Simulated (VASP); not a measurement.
# SnSe2: what each functional gives, and what it costs, part 2 of 9

Wanted: bands and gap of SnSe2 from one functional after another. LASPH is on for some levels and off for others; the table marks which. The start is a cell from a database of measured crystal structures.

VASP 6.6.1, plane waves and PAW; the level of theory is named at each step.

Still holding for the runs below: Spin-orbit coupling is off here; it can split and shift levels that hold much weight on Sn by tenths of an eV or more.

So far, least gap on mesh and path (eV): step 2 (bands, level LDA, k 4×4×3) 0.576.

## 3. Bands with PBEsol, k 4×4×3

This step: PBEsol; plane waves and PAW (Sn_d, Se) (VASP 6.6.1).

PBEsol restores the gradient expansion of exchange and is tuned for the cells of solids.

File INCAR:

```
SYSTEM = SnSe2
PREC = Accurate
ENCUT = 400
EDIFF = 1E-06
NELM = 100
ISMEAR = 0
SIGMA = 0.02
LREAL = .FALSE.
ALGO = Normal
GGA = PS
NBANDS = 26
LORBIT = 11
LWAVE = .FALSE.
LCHARG = .FALSE.
KPAR = 4
```

File POSCAR:

```
SnSe2
1.0
    3.8110000000      0.0000000000      0.0000000000
   -1.9055000000      3.3004228138      0.0000000000
    0.0000000000      0.0000000000      6.1360000000
Sn Se
1 2
Direct
    0.0000000000      0.0000000000      0.0000000000
    0.3333333333      0.6666666667      0.2490000000
    0.6666666667      0.3333333333      0.7510000000
```

File KPOINTS:

```
Automatic mesh
0
Gamma
4 4 3
0 0 0
```

File KPOINTS_OPT:

```
Line mode
16
Line-mode
Reciprocal
  0.00000000   0.00000000   0.00000000 GAMMA
  0.50000000   0.00000000   0.00000000 M

  0.50000000   0.00000000   0.00000000 M
  0.33333333   0.33333333   0.00000000 K

  0.33333333   0.33333333   0.00000000 K
  0.00000000   0.00000000   0.00000000 GAMMA

  0.00000000   0.00000000   0.00000000 GAMMA
  0.00000000   0.00000000   0.50000000 A

  0.00000000   0.00000000   0.50000000 A
  0.50000000   0.00000000   0.50000000 L

  0.50000000   0.00000000   0.50000000 L
  0.33333333   0.33333333   0.50000000 H

  0.33333333   0.33333333   0.50000000 H
  0.00000000   0.00000000   0.50000000 A

  0.50000000   0.00000000   0.50000000 L
  0.50000000   0.00000000   0.00000000 M

  0.33333333   0.33333333   0.00000000 K
  0.33333333   0.33333333   0.50000000 H
```

The projector-augmented-wave data sets are Sn_d and Se (PBE family, release 64).

On the command line:

```
$ mpirun -np 4 vasp_std
```

Numbers of over 12 decimals in the logs are rounded to 6 here.

Output:

```text
[banner, memory and clock lines left out]
running    4 mpi-ranks, on    1 nodes
 distrk:  each k-point on    1 cores,    4 groups
 distr:  one band on    1 cores,    1 groups

 POSCAR found type information on POSCAR SnSe
 POSCAR found :  2 types and       3 ions
 [... a notice as in an earlier step ...]

 LDA part: xc-table for (Slater+PW92), standard interpolation
 POSCAR, INCAR and KPOINTS ok, starting setup
 FFT: planning ... GRIDC
 FFT: planning ... GRID_SOFT
 FFT: planning ... GRID
 WAVECAR not read
 entering main loop
       N       E                     dE             d eps       ncg     rms          rms(c)
DAV:   1     0.186623781018E+03    0.18662E+03   -0.99140E+03   508   0.953E+02
DAV:   2     0.105437337147E+02   -0.17608E+03   -0.16450E+03   516   0.301E+02
DAV:   3    -0.123878151127E+02   -0.22932E+02   -0.22505E+02   564   0.903E+01
DAV:   4    -0.131113633206E+02   -0.72355E+00   -0.72264E+00   576   0.176E+01
DAV:   5    -0.131296694101E+02   -0.18306E-01   -0.18305E-01   646   0.271E+00    0.520E+00
DAV:   6    -0.128576065631E+02    0.27206E+00   -0.38848E-01   672   0.604E+00    0.326E+00
DAV:   7    -0.128245602296E+02    0.33046E-01   -0.13806E-01   588   0.215E+00    0.929E-01
DAV:   8    -0.128225680836E+02    0.19921E-02   -0.11550E-02   600   0.894E-01    0.273E-01
DAV:   9    -0.128226910161E+02   -0.12293E-03   -0.11204E-03   542   0.201E-01    0.826E-02
DAV:  10    -0.128226936327E+02   -0.26166E-05   -0.83946E-05   594   0.472E-02    0.298E-02
DAV:  11    -0.128227117792E+02   -0.18146E-04   -0.17854E-05   516   0.199E-02    0.488E-03
DAV:  12    -0.128227124237E+02   -0.64445E-06   -0.11468E-06   488   0.571E-03
   1 F= -.12822712E+02 E0= -.12822712E+02  d E =-.487647E-12
 Start KPOINTS_OPT (optional k-point list driver)
k-point batch [1-9\144]
       N       E                     dE             ncg
DAV:   1     0.193519936294E+03   -0.10414E+04      520
DAV:   2    -0.141517881162E+04   -0.16087E+04      518
DAV:   3    -0.161310419157E+04   -0.19793E+03      522
DAV:   4    -0.161926333717E+04   -0.61591E+01      590
DAV:   5    -0.161941117948E+04   -0.14784E+00      614
DAV:   6    -0.161941412346E+04   -0.29440E-02      578
DAV:   7    -0.161941421272E+04   -0.89264E-04      682
DAV:   8    -0.161941421306E+04   -0.33927E-06      430
[...]
k-point batch [136-144\144]
       N       E                     dE             ncg
DAV:   1    -0.630629976152E+01   -0.73027E+04      516
DAV:   2    -0.155513294088E+04   -0.15488E+04      540
DAV:   3    -0.174598034737E+04   -0.19085E+03      564
DAV:   4    -0.175168426447E+04   -0.57039E+01      536
DAV:   5    -0.175181241018E+04   -0.12815E+00      622
DAV:   6    -0.175181600551E+04   -0.35953E-02      560
DAV:   7    -0.175181627311E+04   -0.26760E-03      710
DAV:   8    -0.175181627401E+04   -0.90481E-06      504
```

It took 18 s on 4 MPI ranks of Intel Xeon 6975P-C (Granite Rapids), shared host; peak memory 0.7 GiB.

OUTCAR, selected parts (step 3):

```text
The static configuration has the point symmetry D_3d.

 Found      9 irreducible k-points:

   NELECT =      26.0000    total number of electrons

 E-fermi :   4.1737

 k-point     1 :       0.0000    0.0000    0.0000
  band No.  band energies     occupation
    ...
      9       3.3756      2.00000
     10       3.3756      2.00000
     11       3.6921      2.00000
     12       3.6921      2.00000
     13       4.0843      2.00000
     14       5.0696      0.00000
     15       6.8997      0.00000
     16       8.6456      0.00000
     17       8.6456      0.00000
     18      12.0958      0.00000
    ...

 k-point     2 :       0.2500   -0.0000    0.0000
  band No.  band energies     occupation
    ...
      9       0.4292      2.00000
     10       1.7006      2.00000
     11       2.0671      2.00000
     12       3.8690      2.00000
     13       3.9531      2.00000
     14       6.0195      0.00000
     15       7.9246      0.00000
     16       9.4323      0.00000
     17       9.7128      0.00000
     18      10.5846      0.00000
    ...

  Total        1.3706641      1.3706641      1.6494970      0.0000000      0.0000000      0.0000000
  in kB       28.4542883     28.4542883     34.2427181      0.0000000      0.0000000      0.0000000
  external PRESSURE =      30.3837649 kB  Pullay stress =       0.0000000 kB

 POSITION                                       TOTAL-FORCE (eV/Angst)
 -----------------------------------------------------------------------------------
      0.00000      0.00000      0.00000         0.000000      0.000000     -0.000000
     -0.00000      2.20028      1.52786        -0.000000      0.000000      0.527918
      1.90550      1.10014      4.60814         0.000000     -0.000000     -0.527918
 -----------------------------------------------------------------------------------
    total drift:                                0.000000      0.000000     -0.000000

  FREE ENERGIE OF THE ION-ELECTRON SYSTEM (eV)
  ---------------------------------------------------
  free  energy   TOTEN  =       -12.8227124237 eV

  energy  without entropy=      -12.8227124237  energy(sigma->0) =      -12.82271242

 total charge
# of ion       s       p       d       tot
------------------------------------------
    1        1.047   1.071  10.120  12.238
    2        1.482   2.329   0.029   3.840
    3        1.482   2.329   0.029   3.840
--------------------------------------------------
tot          4.011   5.730  10.178  19.919

[... 8 parts as in an earlier step ...]

[... 5 further parts left out ...]
```

The PAW data sets were made with PBE, which is usual practice but a small mismatch for other functionals. At this level the cell is under a pressure of 3.0 GPa, so at these settings it is away from equilibrium.

Numbers from this step:

| Item | Value |
| --- | --- |
| free energy (TOTEN) | -12.82 eV |
| Fermi energy | 4.174 eV |
| pressure | 3.038 GPa |
| least gap on mesh and path | 0.6344 eV |
| least direct gap on mesh and path | 0.9853 eV |

Electronic bands along the path, in eV, zero at the valence-band top; v1 is the highest filled band, c1 the lowest empty one:

| point | v4 | v3 | v2 | v1 | c1 | c2 | c3 | c4 |
| --- | --- | --- | --- | --- | --- | --- | --- | --- |
| Γ | -0.75 | -0.44 | -0.44 | -0.04 | 0.94 | 2.77 | 4.52 | 4.52 |
| 0.53 of the way | -2.56 | -2.15 | -0.32 | -0.19 | 1.78 | 3.83 | 5.34 | 5.69 |
| M | -2.99 | -2.76 | -1.28 | -0.35 | 1.04 | 3.63 | 5.28 | 5.37 |
| 0.47 of the way | -3.35 | -2.95 | -1.29 | -1.26 | 1.44 | 5.01 | 5.08 | 6.29 |
| K | -3.80 | -3.44 | -1.60 | -1.60 | 1.31 | 6.55 | 6.55 | 7.12 |
| 0.47 of the way | -3.61 | -1.62 | -1.45 | -0.26 | 2.05 | 4.94 | 5.20 | 5.67 |
| Γ | -0.75 | -0.44 | -0.44 | -0.04 | 0.94 | 2.77 | 4.52 | 4.52 |
| 0.47 of the way | -0.80 | -0.80 | -0.36 | -0.36 | 1.76 | 2.78 | 4.39 | 4.39 |
| A | -0.84 | -0.84 | -0.28 | -0.28 | 2.34 | 2.74 | 4.24 | 4.24 |
| 0.53 of the way | -1.99 | -1.87 | -1.44 | -0.49 | 1.50 | 4.36 | 5.64 | 5.70 |
| L | -2.59 | -2.06 | -0.90 | -0.75 | 0.75 | 4.10 | 4.69 | 5.68 |
| 0.53 of the way | -3.75 | -2.92 | -0.65 | -0.45 | 1.77 | 4.55 | 5.12 | 5.63 |
| H | -4.31 | -3.82 | -0.42 | -0.42 | 2.47 | 4.59 | 4.59 | 6.10 |
| 0.47 of the way | -3.00 | -2.08 | -0.93 | -0.90 | 2.15 | 4.47 | 5.71 | 5.84 |
| A | -0.84 | -0.84 | -0.28 | -0.28 | 2.34 | 2.74 | 4.24 | 4.24 |
| jump to L | -2.59 | -2.06 | -0.90 | -0.75 | 0.75 | 4.10 | 4.69 | 5.68 |
| 0.47 of the way | -2.67 | -2.56 | -0.84 | -0.57 | 0.66 | 3.87 | 5.46 | 5.83 |
| M | -2.99 | -2.76 | -1.28 | -0.35 | 1.04 | 3.63 | 5.28 | 5.37 |
| jump to K | -3.80 | -3.44 | -1.60 | -1.60 | 1.31 | 6.55 | 6.55 | 7.12 |
| 0.53 of the way | -4.12 | -3.66 | -0.95 | -0.95 | 1.90 | 5.38 | 5.38 | 6.58 |
| H | -4.31 | -3.82 | -0.42 | -0.42 | 2.47 | 4.59 | 4.59 | 6.10 |

Of the projections kept (Sn, Se), the largest for each band there, as a share of the weight inside these atoms' spheres; weight between the spheres isn't counted:

| point | v4 | v3 | v2 | v1 | c1 | c2 | c3 | c4 |
| --- | --- | --- | --- | --- | --- | --- | --- | --- |
| Γ | Se 0.77 | Se 0.91 | Se 0.91 | Se 0.88 | Se 0.55 | Sn 0.59 | Sn 0.69 | Sn 0.69 |
| M | Se 0.77 | Se 0.67 | Se 0.87 | Se 0.92 | Se 0.57 | Sn 0.57 | Se 0.67 | Sn 0.58 |
| K | Se 0.68 | Se 0.62 | Se 0.92 | Se 0.92 | Se 0.58 | Se 0.60 | Se 0.60 | Se 0.51 |
| Γ | Se 0.77 | Se 0.91 | Se 0.91 | Se 0.88 | Se 0.55 | Sn 0.59 | Sn 0.69 | Sn 0.69 |
| A | Se 0.78 | Se 0.78 | Se 0.91 | Se 0.91 | Se 0.59 | Sn 0.65 | Sn 0.72 | Sn 0.72 |
| L | Se 0.65 | Se 0.73 | Se 0.88 | Se 0.92 | Se 0.58 | Se 0.69 | Sn 0.64 | Se 0.51 |

Force by atom:

| atom | x (eV/Å) | y (eV/Å) | z (eV/Å) | size |
| --- | --- | --- | --- | --- |
| Sn1 | 0.000 | 0.000 | 0.000 | 0.000 |
| Se2 | 0.000 | 0.000 | 0.528 | 0.528 |
| Se3 | 0.000 | 0.000 | -0.528 | 0.528 |

The gap is 0.63 eV, indirect. Against LDA that is +0.06 eV; the cost is about the same.

## 4. Bands with PBE, k 4×4×3

This step: PBE; plane waves and PAW (Sn_d, Se) (VASP 6.6.1).

PBE, the usual starting point, adds the gradient of the density.

Changes to INCAR since step 3:

```diff
@@ -9,3 +9,3 @@
 ALGO = Normal
-GGA = PS
+GGA = PE
 NBANDS = 26
```

POSCAR is that of step 3.

KPOINTS is that of step 3.

KPOINTS_OPT is that of step 3.

On the command line:

```
$ mpirun -np 4 vasp_std
```

Output:

```text
[banner, memory and clock lines left out]
running    4 mpi-ranks, on    1 nodes
[...]
LDA part: xc-table for (Slater+PW92), standard interpolation
 POSCAR, INCAR and KPOINTS ok, starting setup
[...]
entering main loop
       N       E                     dE             d eps       ncg     rms          rms(c)
DAV:   1     0.188473345663E+03    0.18847E+03   -0.99330E+03   508   0.955E+02
DAV:   2     0.117902832017E+02   -0.17668E+03   -0.16507E+03   524   0.302E+02
DAV:   3    -0.111899728712E+02   -0.22980E+02   -0.22596E+02   564   0.905E+01
DAV:   4    -0.119115418199E+02   -0.72157E+00   -0.72072E+00   576   0.176E+01
[...]
DAV:  11    -0.116336445441E+02   -0.35928E-04   -0.35722E-05   516   0.280E-02    0.609E-03
DAV:  12    -0.116336458758E+02   -0.13317E-05   -0.19904E-06   554   0.727E-03    0.531E-03
DAV:  13    -0.116336463612E+02   -0.48540E-06   -0.17982E-06   460   0.700E-03
   1 F= -.11633646E+02 E0= -.11633646E+02  d E =-.115007E-13
 Start KPOINTS_OPT (optional k-point list driver)
k-point batch [1-9\144]
       N       E                     dE             ncg
DAV:   1     0.220219898673E+03   -0.10147E+04      520
DAV:   2    -0.139462623135E+04   -0.16148E+04      518
DAV:   3    -0.159309612133E+04   -0.19847E+03      530
DAV:   4    -0.159925596171E+04   -0.61598E+01      574
DAV:   5    -0.159940503680E+04   -0.14908E+00      646
DAV:   6    -0.159940781239E+04   -0.27756E-02      580
DAV:   7    -0.159940790225E+04   -0.89858E-04      692
DAV:   8    -0.159940790259E+04   -0.34243E-06      426
[...]
k-point batch [136-144\144]
       N       E                     dE             ncg
DAV:   1     0.253505415951E+02   -0.72710E+04      508
DAV:   2    -0.153247018890E+04   -0.15578E+04      524
DAV:   3    -0.172436717332E+04   -0.19190E+03      566
DAV:   4    -0.173021888867E+04   -0.58517E+01      542
DAV:   5    -0.173035028824E+04   -0.13140E+00      638
DAV:   6    -0.173035370108E+04   -0.34128E-02      550
DAV:   7    -0.173035393176E+04   -0.23068E-03      718
DAV:   8    -0.173035393255E+04   -0.79293E-06      478
```

The job ended after 18 s (4 MPI ranks; peak memory 0.7 GiB).

OUTCAR, selected parts (step 4):

```text
  Total        2.8429706      2.8429706      2.9853687      0.0000000      0.0000000      0.0000000
  in kB       59.0186227     59.0186227     61.9747356      0.0000000      0.0000000      0.0000000
  external PRESSURE =      60.0039937 kB  Pullay stress =       0.0000000 kB

 POSITION                                       TOTAL-FORCE (eV/Angst)
 -----------------------------------------------------------------------------------
      0.00000      0.00000      0.00000        -0.000000      0.000000      0.000000
     -0.00000      2.20028      1.52786        -0.000000      0.000000      0.718105
      1.90550      1.10014      4.60814         0.000000     -0.000000     -0.718105
 -----------------------------------------------------------------------------------
    total drift:                                0.000000      0.000000     -0.000000

  FREE ENERGIE OF THE ION-ELECTRON SYSTEM (eV)
  ---------------------------------------------------
  free  energy   TOTEN  =       -11.6336463612 eV

  energy  without entropy=      -11.6336463612  energy(sigma->0) =      -11.63364636

[... 2 parts as in an earlier step ...]

[... 1 further part left out ...]
[key lines of the parts left out:]
E-fermi :   4.2913
```

At this level the cell is under a pressure of 6.0 GPa, so at these settings it is away from equilibrium.

Electronic bands along the path, in eV, zero at the valence-band top; v1 is the highest filled band, c1 the lowest empty one:

| point | v4 | v3 | v2 | v1 | c1 | c2 | c3 | c4 |
| --- | --- | --- | --- | --- | --- | --- | --- | --- |
| Γ | -0.74 | -0.43 | -0.43 | -0.04 | 1.04 | 2.89 | 4.58 | 4.58 |
| 0.53 of the way | -2.52 | -2.12 | -0.31 | -0.19 | 1.85 | 3.94 | 5.40 | 5.78 |
| M | -2.95 | -2.73 | -1.24 | -0.35 | 1.10 | 3.74 | 5.40 | 5.43 |
| 0.47 of the way | -3.31 | -2.91 | -1.25 | -1.24 | 1.50 | 5.09 | 5.20 | 6.37 |
| K | -3.75 | -3.40 | -1.57 | -1.57 | 1.38 | 6.61 | 6.61 | 7.17 |
| 0.47 of the way | -3.56 | -1.60 | -1.42 | -0.25 | 2.10 | 5.02 | 5.30 | 5.74 |
| Γ | -0.74 | -0.43 | -0.43 | -0.04 | 1.04 | 2.89 | 4.58 | 4.58 |
| 0.47 of the way | -0.79 | -0.79 | -0.36 | -0.36 | 1.83 | 2.90 | 4.46 | 4.46 |
| A | -0.83 | -0.83 | -0.28 | -0.28 | 2.40 | 2.86 | 4.31 | 4.31 |
| 0.53 of the way | -1.97 | -1.85 | -1.41 | -0.49 | 1.56 | 4.46 | 5.72 | 5.75 |
| L | -2.56 | -2.04 | -0.88 | -0.74 | 0.82 | 4.21 | 4.79 | 5.78 |
| 0.53 of the way | -3.71 | -2.88 | -0.64 | -0.44 | 1.82 | 4.66 | 5.20 | 5.70 |
| H | -4.26 | -3.77 | -0.41 | -0.41 | 2.50 | 4.69 | 4.69 | 6.19 |
| 0.47 of the way | -2.96 | -2.05 | -0.91 | -0.88 | 2.19 | 4.56 | 5.79 | 5.92 |
| A | -0.83 | -0.83 | -0.28 | -0.28 | 2.40 | 2.86 | 4.31 | 4.31 |
| jump to L | -2.56 | -2.04 | -0.88 | -0.74 | 0.82 | 4.21 | 4.79 | 5.78 |
| 0.47 of the way | -2.64 | -2.53 | -0.82 | -0.56 | 0.74 | 3.98 | 5.56 | 5.88 |
| M | -2.95 | -2.73 | -1.24 | -0.35 | 1.10 | 3.74 | 5.40 | 5.43 |
| jump to K | -3.75 | -3.40 | -1.57 | -1.57 | 1.38 | 6.61 | 6.61 | 7.17 |
| 0.53 of the way | -4.07 | -3.61 | -0.93 | -0.93 | 1.96 | 5.47 | 5.47 | 6.65 |
| H | -4.26 | -3.77 | -0.41 | -0.41 | 2.50 | 4.69 | 4.69 | 6.19 |

Of the projections kept (Sn, Se), the largest for each band there, as a share of the weight inside these atoms' spheres; weight between the spheres isn't counted:

| point | v4 | v3 | v2 | v1 | c1 | c2 | c3 | c4 |
| --- | --- | --- | --- | --- | --- | --- | --- | --- |
| Γ | Se 0.77 | Se 0.91 | Se 0.91 | Se 0.89 | Se 0.55 | Sn 0.59 | Sn 0.69 | Sn 0.69 |
| M | Se 0.77 | Se 0.67 | Se 0.87 | Se 0.92 | Se 0.57 | Sn 0.57 | Se 0.67 | Sn 0.58 |
| K | Se 0.68 | Se 0.63 | Se 0.92 | Se 0.92 | Se 0.58 | Se 0.60 | Se 0.60 | Se 0.51 |
| Γ | Se 0.77 | Se 0.91 | Se 0.91 | Se 0.89 | Se 0.55 | Sn 0.59 | Sn 0.69 | Sn 0.69 |
| A | Se 0.79 | Se 0.79 | Se 0.91 | Se 0.91 | Se 0.58 | Sn 0.65 | Sn 0.72 | Sn 0.72 |
| L | Se 0.66 | Se 0.73 | Se 0.89 | Se 0.92 | Se 0.57 | Se 0.69 | Sn 0.63 | Se 0.51 |

The gap is 0.71 eV, indirect. Against LDA that is +0.14 eV; the cost is about the same.

(Part 2 of 9 ends here.)

[Lines on the potential files, build, host, timing and source positions are cut from VASP's logs without a mark.]

[Logs are printed without paths, hosts, clocks, repeated set-up lines and the standing remarks that a program may print on its own settings, such as how far it seeks lower states.]

[Hosts, paths, dates, database ids (printed as entryN), source tags and the programs' standing remarks are cut or masked in the printed files.]

[A measured line is paired with the nearest computed mode of its activity, which favours agreement.]

[In band tables of VASP the shares of atoms and orbitals are scaled to a sum of 1 inside the atoms' spheres.]
